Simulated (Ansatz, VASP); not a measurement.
# Cross-check of As between VASP and Ansatz, part 2 of 2

Wanted: the spread between two codes on one cell, functional and k mesh. The cell is taken from a series of runs on this material, whose earlier steps may have relaxed, scaled, displaced or heated it; both programs get it as it stands.

VASP 6.6.1 and Ansatz 0.2.0.

So far: The starting structure; VASP: relaxation of cell and atoms, PBEsol, pair 1; Ansatz: relaxation of cell and atoms, PBEsol, pair 1; Differences.

## 5. VASP: relaxation of cell and atoms, PBEsol, pair 2

Level of this step: PBEsol; plane waves and PAW (As) (VASP).

The relaxed volume is the usual yardstick between codes: in a stiff, nearly cubic crystal its relative difference is about their pressure difference at one cell divided by the bulk modulus. This pair takes another cell of the material, with 2 atoms against 1 for the pair before.

The input, INCAR:

```
SYSTEM = As
PREC = Accurate
ENCUT = 500
EDIFF = 1E-07
NELM = 120
ISMEAR = 1
SIGMA = 0.15
LREAL = .FALSE.
ALGO = Normal
GGA = PS
NBANDS = 11
LORBIT = 11
LWAVE = .FALSE.
LCHARG = .FALSE.
ISIF = 3
IBRION = 2
NSW = 80
EDIFFG = -0.005
LASPH = .TRUE.
GGA_COMPAT = .FALSE.
NELMIN = 4
KPAR = 2
```

The input, POSCAR:

```
As
1.0
   -1.9159020000      1.9159020000      2.7598060000
    1.9159020000     -1.9159020000      2.7598060000
    1.9159020000      1.9159020000     -2.7598060000
As
2
Direct
    0.2221565574      0.2221565574      0.0000000000
    0.7778436238      0.7778436238      0.0000000000
```

The input, KPOINTS:

```
Automatic mesh
0
Gamma
14 14 14
0 0 0
```

PAW data sets: As (PBE family, release 64).

Started as:

```bash
$ mpirun -np 2 vasp_std
```

Numbers of over 12 decimals in the logs are rounded to 6 here.

The log of the run:

```text
[banner, memory and clock lines left out]
running    2 mpi-ranks, on    1 nodes
[...]
[... a notice as in an earlier step ...]

 LDA part: xc-table for (Slater+PW92), standard interpolation
 POSCAR, INCAR and KPOINTS ok, starting setup
[...]
entering main loop
       N       E                     dE             d eps       ncg     rms          rms(c)
DAV:   1     0.218549179909E+02    0.21855E+02   -0.40658E+03  5368   0.734E+02
DAV:   2    -0.896864676863E+01   -0.30824E+02   -0.29691E+02  7676   0.106E+02
DAV:   3    -0.101642559569E+02   -0.11956E+01   -0.11908E+01  6510   0.216E+01
DAV:   4    -0.101697469586E+02   -0.54910E-02   -0.54873E-02  6123   0.163E+00
[...]
DAV:  10    -0.101515841713E+02    0.15495E-06   -0.56821E-07  6142   0.423E-03    0.131E-03
DAV:  11    -0.101515843057E+02   -0.13441E-06   -0.37691E-08  3395   0.126E-03    0.363E-04
DAV:  12    -0.101515843231E+02   -0.17445E-07   -0.90642E-09  3221   0.622E-04
   1 F= -.10151584E+02 E0= -.10151677E+02  d E =-.101516E+02
[...]
DAV:   3    -0.101516700316E+02    0.21220E-03   -0.45642E-04  5647   0.107E-01    0.138E-02
DAV:   4    -0.101516701129E+02   -0.81317E-07   -0.50529E-06  6118   0.160E-02    0.939E-03
DAV:   5    -0.101516700560E+02    0.56906E-07   -0.45159E-07  6025   0.445E-03
   2 F= -.10151670E+02 E0= -.10151750E+02  d E =-.857329E-04
 trial-energy change:   -0.000086  1 .order   -0.000097   -0.000876    0.000683
 step:   0.5516(harm=  0.5619)  dis= 0.00123  next Energy=   -10.151824 (dE=-0.240E-03)
[...]
N       E                     dE             d eps       ncg     rms          rms(c)
DAV:   1    -0.101519452392E+02   -0.27513E-03   -0.48862E-03  5674   0.374E-01    0.539E-02
DAV:   2    -0.101518640216E+02    0.81218E-04   -0.16083E-04  6019   0.833E-02    0.329E-02
DAV:   3    -0.101518243324E+02    0.39689E-04   -0.91955E-05  5635   0.479E-02    0.631E-03
DAV:   4    -0.101518242707E+02    0.61693E-07   -0.10108E-06  6106   0.718E-03    0.429E-03
DAV:   5    -0.101518241513E+02    0.11939E-06   -0.83527E-08  3696   0.197E-03    0.364E-04
DAV:   6    -0.101518241430E+02    0.82769E-08   -0.11023E-08  2936   0.712E-04
   3 F= -.10151824E+02 E0= -.10151910E+02  d E =-.239820E-03
[...]
reached required accuracy - stopping structural energy minimisation
```

OUTCAR, selected parts (step 5):

```text
  Total        0.0047876      0.0047876     -0.0088158      0.0000000      0.0000000      0.0000000
  in kB        0.1886048      0.1886048     -0.3472942      0.0000000      0.0000000      0.0000000
  external PRESSURE =       0.0099718 kB  Pullay stress =       0.0000000 kB

 POSITION                                       TOTAL-FORCE (eV/Angst)
 -----------------------------------------------------------------------------------
      0.00000      0.00000      1.22962         0.000000      0.000000      0.004828
      0.00000      0.00000      4.29972        -0.000000     -0.000000     -0.004828
 -----------------------------------------------------------------------------------
    total drift:                                0.000000      0.000000     -0.000186

  FREE ENERGIE OF THE ION-ELECTRON SYSTEM (eV)
  ---------------------------------------------------
  free  energy   TOTEN  =       -10.1518241430 eV

  energy  without entropy=      -10.1520830738  energy(sigma->0) =      -10.15191045

[... 1 part as in an earlier step ...]

[... 3 further parts left out ...]
[key lines of the parts left out:]
E-fermi :   5.6492
```

The run keeps the 16 symmetry operations of its start, so it cannot find a distortion of lower symmetry.

## 6. Ansatz: relaxation of cell and atoms, PBEsol, pair 2

The same cell, functional, mesh and smearing now go to Ansatz, which takes its cutoff from its data sets.

The cell is taken from a series of runs on this material, whose earlier steps may have relaxed, scaled, displaced or heated it; both programs get it as it stands.

The input, input.yaml:

```yaml
crystal:
  lattice:
    - [-1.9159022208, 1.9159022208, 2.7598063277]
    - [1.9159022208, -1.9159022208, 2.7598063277]
    - [1.9159022208, 1.9159022208, -2.7598063277]
  atoms:
    - { symbol: As, position: [0.2221565008, 0.2221565008, 0.0] }
    - { symbol: As, position: [0.7778434992, 0.7778434992, 0.0] }
kpoints:
  mp_grid: { grid: [14, 14, 14] }
hamiltonian:
  xc: pbesol
scf:
  occupations: { method: methfessel_paxton, width: 0.15 }
output:
  forces: true
  stress: true
  eigenvalues: true
relax:
  adjacent_minimum: "off"
  f_tol: 0.001
  max_steps: 60
  cell: { stress_tol: 0.01 }
```

Started as:

```bash
$ ansatz run input.yaml --threads 4 --pin off --max-ram 7168MiB --backend cpu --events-out ev --progress --plain --runs-dir out
```

The log of the run:

```text
[...]
Crystal: 2 atoms, lattice volume = 40.521 Å³
Basis set: ecut = 420 eV, 789 PW (Γ), exchange–correlation on 54×54×54 points (8 copies of the dense FFT grid, shifted against one another)
Bands: 19, of which v1, the nominal top of the filled ones, is band 15 counted from 1 (14 counted from 0)
Symmetry: 16 space group operations
[...]
k-points: 244 of 2744
[...]
k-point 243: bands = [... 11 lower, 1.6039, 5.3689, 7.0485, 7.0485, 13.7362, 17.5472, 17.5472, 19.7319]
--- Relaxed structure (2 steps of the walk, 2 accepted, 1 SCFs on fresh bases) ---
[...]
cell:  # Å, volume = 40.5229 Å³
    - [-1.915846, 1.915846, 2.760067]
    - [1.915846, -1.915846, 2.760067]
    - [1.915846, 1.915846, -2.760067]
  atoms:
    - { symbol: As, position: [0.222145, 0.222145, 0] }
    - { symbol: As, position: [0.777855, 0.777855, 0] }
[key lines of the parts left out:]
SCF converged after 6 iterations
Free energy (F): -9625.978345 eV
Fermi energy:    11.301293 eV
P = ⅓ Tr σ = 0.0012 GPa (0.012 kbar)
```

## 7. Side by side

What differs besides the data sets and the points named for the pairs above, as far as they apply: the data sets hold 30 valence electrons in Ansatz (on its default PAW (the set named soft_2) files) and 10 in VASP. Total energies have different zeros and are not compared.

The two programs side by side:

```tsv
quantity	Ansatz	VASP	difference
volume (Å³)	40.52	40.67	-0.36 %
edge a after relaxation, in the typed setting (Å)	3.868	3.873	-0.13 %
```

## 8. Ansatz: relaxation of cell and atoms, PBEsol, pair 3

The relaxed volume is the usual yardstick between codes: in a stiff, nearly cubic crystal its relative difference is about their pressure difference at one cell divided by the bulk modulus. This pair takes another cell of the material, with 4 atoms against 2 for the pair before.

The cell is taken from a series of runs on this material, whose earlier steps may have relaxed, scaled, displaced or heated it; both programs get it as it stands.

input.yaml, the sections that differ from step 6:

```yaml
crystal:
  lattice:
    - [0.0, 2.7478661368, 5.497781693]
    - [2.6966637023, 0.0, 5.497781693]
    - [2.6966637023, 2.7478661368, 0.0]
  atoms:
    - { symbol: As, position: [0.9062053522, 0.3586082819, 0.6413917181] }
    - { symbol: As, position: [0.3586082819, 0.9062053522, 0.0937946478] }
    - { symbol: As, position: [0.0937946478, 0.6413917181, 0.3586082819] }
    - { symbol: As, position: [0.6413917181, 0.0937946478, 0.9062053522] }
kpoints:
  mp_grid: { grid: [10, 10, 10] }
# hamiltonian, scf, output, relax: as in step 6
```

The log of the run:

```text
[...]
Crystal: 4 atoms, lattice volume = 81.478 Å³
Basis set: ecut = 420 eV, 1615 PW (Γ), exchange–correlation on 90×90×54 points (8 copies of the dense FFT grid, shifted against one another)
Bands: 36, of which v1, the nominal top of the filled ones, is band 30 counted from 1 (29 counted from 0)
Symmetry: 8 space group operations
[...]
k-points: 171 of 1000
[...]
--- Relaxed structure (2 steps of the walk, 2 accepted, 1 SCFs on fresh bases) ---
[...]
cell:  # Å, volume = 81.4825 Å³
    - [0.0, 2.748102, 5.497876]
    - [2.696539, 0.0, 5.497876]
    - [2.696539, 2.748102, 0.0]
  atoms:
    - { symbol: As, position: [0.906218, 0.358601, 0.641399] }
    - { symbol: As, position: [0.358601, 0.906218, 0.093782] }
    - { symbol: As, position: [0.093782, 0.641399, 0.358601] }
    - { symbol: As, position: [0.641399, 0.093782, 0.906218] }
[key lines of the parts left out:]
SCF converged after 6 iterations
Free energy (F): -19251.825534 eV
Fermi energy:    11.207102 eV
P = ⅓ Tr σ = -0.0001 GPa (-0.001 kbar)
```

## 9. VASP: relaxation of cell and atoms, PBEsol, pair 3

The same cell, functional, mesh and smearing now go to VASP, with its own data sets.

INCAR: that of step 5 with these lines changed.

```diff
@@ -10,3 +10,3 @@
 GGA = PS
-NBANDS = 11
+NBANDS = 16
 LORBIT = 11
```

The input, POSCAR:

```
As
1.0
    0.0000000000      2.7478660000      5.4977820000
    2.6966640000      0.0000000000      5.4977820000
    2.6966640000      2.7478660000      0.0000000000
As
4
Direct
    0.9062054092      0.3586081101      0.6413918899
    0.3586082921      0.9062052273      0.0937947727
    0.0937946818      0.6413916170      0.3586083830
    0.6413917990      0.0937944998      0.9062055002
```

The input, KPOINTS:

```
Automatic mesh
0
Gamma
10 10 10
0 0 0
```

Started as:

```bash
$ mpirun -np 2 vasp_std
```

The log of the run:

```text
[banner, memory and clock lines left out]
running    2 mpi-ranks, on    1 nodes
[...]
[... a notice as in an earlier step ...]

 LDA part: xc-table for (Slater+PW92), standard interpolation
 POSCAR, INCAR and KPOINTS ok, starting setup
[...]
entering main loop
       N       E                     dE             d eps       ncg     rms          rms(c)
DAV:   1     0.675837825258E+02    0.67584E+02   -0.80305E+03  5472   0.103E+03
DAV:   2    -0.160544316756E+02   -0.83638E+02   -0.81023E+02  7664   0.156E+02
DAV:   3    -0.201810711674E+02   -0.41266E+01   -0.41088E+01  7032   0.374E+01
DAV:   4    -0.202070792152E+02   -0.26008E-01   -0.25995E-01  6712   0.334E+00
[...]
DAV:   9    -0.201716861836E+02   -0.25022E-04   -0.42302E-05  6752   0.448E-02    0.190E-02
DAV:  10    -0.201716856134E+02    0.57022E-06   -0.26531E-06  7168   0.106E-02    0.253E-03
DAV:  11    -0.201716855953E+02    0.18077E-07   -0.31953E-07  6544   0.328E-03
   1 F= -.20171686E+02 E0= -.20171826E+02  d E =-.201717E+02
[... from here on, the cycles between the ionic steps are left out ...]
   2 F= -.20171915E+02 E0= -.20172066E+02  d E =-.229612E-03
   3 F= -.20172169E+02 E0= -.20172316E+02  d E =-.483707E-03
   4 F= -.20172169E+02 E0= -.20172316E+02  d E =-.483560E-03
   5 F= -.20172201E+02 E0= -.20172345E+02  d E =-.316946E-04
   6 F= -.20172243E+02 E0= -.20172380E+02  d E =-.737225E-04
   7 F= -.20172260E+02 E0= -.20172401E+02  d E =-.167190E-04
   8 F= -.20172293E+02 E0= -.20172448E+02  d E =-.502718E-04
[...]
reached required accuracy - stopping structural energy minimisation
```

Parts of OUTCAR (step 9):

```text
  Total       -0.0173274      0.0189925     -0.0177678      0.0000000      0.0000000      0.0000000
  in kB       -0.3400361      0.3727122     -0.3486787      0.0000000      0.0000000      0.0000000
  external PRESSURE =      -0.1053342 kB  Pullay stress =       0.0000000 kB

 POSITION                                       TOTAL-FORCE (eV/Angst)
 -----------------------------------------------------------------------------------
      2.69985      4.25081      6.95358         0.000000     -0.000015     -0.004236
      2.69985      1.24695      6.95358         0.000000      0.000015     -0.004236
      2.69985      1.24695      4.04715        -0.000000      0.000015      0.004236
      2.69985      4.25081      4.04715        -0.000000     -0.000015      0.004236
 -----------------------------------------------------------------------------------
    total drift:                               -0.000000     -0.000373      0.000387

  FREE ENERGIE OF THE ION-ELECTRON SYSTEM (eV)
  ---------------------------------------------------
  free  energy   TOTEN  =       -20.1722931497 eV

  energy  without entropy=      -20.1727562582  energy(sigma->0) =      -20.17244752

[... 1 part as in an earlier step ...]

[... 3 further parts left out ...]
[key lines of the parts left out:]
E-fermi :   5.5988
```

The run keeps the 8 symmetry operations of its start, so it cannot find a distortion of lower symmetry.

## 10. Comparison

What differs besides the data sets and the points named for the pairs above, as far as they apply: the data sets hold 60 valence electrons in Ansatz (on its default PAW (the set named soft_2) files) and 20 in VASP. Total energies have different zeros and are not compared.

The two programs side by side:

```tsv
quantity	Ansatz	VASP	difference
volume (Å³)	81.48	81.64	-0.20 %
edge a after relaxation, in the typed setting (Å)	6.146	6.149	-0.04 %
edge b after relaxation, in the typed setting (Å)	6.124	6.127	-0.06 %
edge c after relaxation, in the typed setting (Å)	3.850	3.853	-0.08 %
```

## 11. What came out

```json
{
 "difference in volume (relaxation of cell and atoms, PBEsol, pair 1)": "-0.36 %",
 "difference in volume (relaxation of cell and atoms, PBEsol, pair 2)": "-0.36 %",
 "difference in volume (relaxation of cell and atoms, PBEsol, pair 3)": "-0.20 %"
}
```

In words: The difference in volume is -0.36 % (relaxation of cell and atoms, PBEsol, pair 2), within the 1.2 % picked in this series as the mark of a large difference, as far as the stopping tolerances let one tell. The data sets hold unlike numbers of valence electrons (15 in Ansatz and 5 in VASP, 30 in Ansatz and 10 in VASP and 60 in Ansatz and 20 in VASP), so part of the differences comes from the potentials. 5 further runs of this series are not shown here. How closely two codes agree says nothing of how well the functional describes the real material.

[Lines on the potential files, build, host, timing and source positions are cut from VASP's logs without a mark.]

[Logs are printed without paths, hosts, clocks, repeated set-up lines and the standing remarks that a program may print on its own settings, such as how far it seeks lower states.]

[Hosts, paths, dates, database ids (printed as entryN), source tags and the programs' standing remarks are cut or masked in the printed files.]
